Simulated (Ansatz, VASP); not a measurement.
# One calculation of ReSbN, two programs

Contents of INCAR:

```
ALGO     = Normal         # electronic algorithm
EDIFF    = 1E-7           # SCF threshold, eV
ENCUT    = 520            # plane-wave cutoff, eV
GGA      = PE             # functional
ISIF     = 2              # what is computed and relaxed
ISMEAR   = -1             # smearing method
LASPH    = T              # aspherical terms in the spheres
LCHARG   = F              # write CHGCAR
LREAL    = F              # projectors in reciprocal space
LWAVE    = F              # write WAVECAR
NBANDS   = 26             # bands
NELM     = 60             # most SCF steps
PREC     = Accurate       # precision mode
SIGMA    = 0.05           # smearing width, eV
```

The input KPOINTS:

```
k-points
0
Gamma
  8 8 3
```

Contents of POSCAR:

```
ReSbN
1.0
    3.4772876925      0.0000000000      0.0000000000
    0.0000000000      3.4772876925      0.0000000000
    0.0000000000      0.0000000000      8.7057008486
Re Sb N
2 2 2
Direct
    0.0000000000      0.5000000000      0.8732410000
    0.5000000000      0.0000000000      0.1267590000
    0.0000000000      0.5000000000      0.3334580000
    0.5000000000      0.0000000000      0.6665420000
    0.0000000000      0.0000000000      0.0000000000
    0.5000000000      0.5000000000      0.0000000000
```

Contents of input.yaml:

```yaml
crystal:
  lattice:
    - [3.4772876925, 0.0, 0.0]
    - [0.0, 3.4772876925, 0.0]
    - [0.0, 0.0, 8.7057008486]
  atoms:
    - { symbol: Re, position: [0.0, 0.5, 0.873241] }
    - { symbol: Re, position: [0.5, 0.0, 0.126759] }
    - { symbol: Sb, position: [0.0, 0.5, 0.333458] }
    - { symbol: Sb, position: [0.5, 0.0, 0.666542] }
    - { symbol: "N", position: [0.0, 0.0, 0.0] }
    - { symbol: "N", position: [0.5, 0.5, 0.0] }
hamiltonian:
  xc: pbe
  pseudopotentials: { kind: paw }
kpoints:
  mp_grid: { grid: [8, 8, 3] }
scf:
  occupations: { method: fermi_dirac, width: 0.05 }
output:
  forces: true
  stress: true
  eigenvalues: true
```

Change from the starting cell: volume scaled by 1.04.

Alike in both runs: task single point; functional PBE; k mesh 8 × 8 × 3; occupations fermi-dirac, width 0.05 eV; no spin polarisation.

|  | VASP | Ansatz |
| --- | --- | --- |
| version | VASP 6.6.1 | Ansatz 0.2.0 |
| potentials or method | VASP PAW PBE potentials, release 64 (Re, Sb, N) | Ansatz PAW |
| plane-wave cutoff (eV) | 520 | 420 |
| valence electrons in the cell | 34 | 70 |

|  | VASP | Ansatz | Ansatz less VASP |
| --- | --- | --- | --- |
| gap on the k mesh at the Fermi level (eV) | none | none | - |
| pressure (GPa) | -6.5 | -7.5 | -0.98 |
| largest component of the traceless stress (GPa) | 1.21 | 1.29 | +0.086 |
| rms of the force components (eV/Å) | 0.268 | 0.359 | +0.0908 |

Atom by atom the forces differ by 0.095 eV/Å (rms over components). A gap of «none» marks a metal or a gap that the smearing closes. The functional is the same, so the differences come from potentials, cutoffs and numerics. The two sets of potentials don't hold the same shells in valence.

Caveats: this functional lacks dispersion, which binds the layers, so the pressure and a relaxed spacing across them are unreliable; forces of over 1 eV/Å show positions far from the minimum, so gaps and moduli don't describe the material at rest (Ansatz). The runs have no spin-orbit coupling, so splittings on Re, Sb are missing.
